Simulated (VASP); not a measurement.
Energy against volume of Os (hcp). Computed with PBE GGA with D3 dispersion (zero damping), VASP's PBE PAW potentials (set 64) (plane waves; VASP). Run with 520 eV cut-off, 15×15×9 Γ-centred mesh, first-order Methfessel-Paxton smearing of 0.10 eV, potentials Os.

Shape and ions are relaxed at each volume.

```
V (Å³/atom)  E (eV/atom)
-----------  -----------
13.573         -11.82248
13.993         -11.84033
14.412         -11.82457
14.832         -11.78074
```

Q: Fit these four points and predict the energy of the run at 13.153 Å³/atom.

A: A cubic in V^(−2/3), the third-order Birch-Murnaghan form, passes through the four points with V0 = 13.99 Å³/atom and B0 = 427 GPa, and gives -11.7642 eV/atom there. The run gave -11.7644 eV/atom, -0.2 meV/atom from the fit; all five points give B0 = 426 GPa.

The compound is Os in the hcp structure. It was relaxed first.
